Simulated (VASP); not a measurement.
A cell of Ni$_{3}$Al (L1_2) near equilibrium:

```
CELL_PARAMETERS angstrom
      3.56409     0.00000     0.00000
      0.00000     3.56409     0.00000
      0.00000     0.00000     3.56409
ATOMIC_POSITIONS crystal
  Al 0.00000 0.00000 0.00000
  Ni 0.00000 0.50000 0.50000
  Ni 0.50000 0.00000 0.50000
  Ni 0.50000 0.50000 0.00000
```
Starting moments (μB, in the order of the record's atoms Al Ni Ni Ni): 0.0 0.3 0.3 0.3.

Level of theory: PBE GGA, VASP's PBE PAW potentials (set 64) (plane waves; VASP 6.6.1).

```
run               ΔE (meV/atom)    σxx    σyy    σzz  largest shear component, with its sign (GPa)  largest force (eV/Å)  moment (μB)
----------------  -------------  -----  -----  -----  --------------------------------------------  --------------------  -----------
as it is                    0.0   0.44   0.44   0.44                                          0.00                 0.000         0.76
after one change           26.8  13.10  13.10  13.10                                          0.00                 0.000         0.71
```
Stress is in GPa, positive when the cell is compressed.

Task: What was changed between the two runs?
(A) isotropic strain of -1.5 %
(B) isotropic strain of -2.0 %
(C) atom 3 (Ni) moved by 0.200 Å along z
(D) isotropic strain of -4.0 %

Result: B, isotropic strain of -2.0 %

The compound is Ni3Al in the L1_2 structure. The spin order is the one that the start imposed; others were not tried in this run.
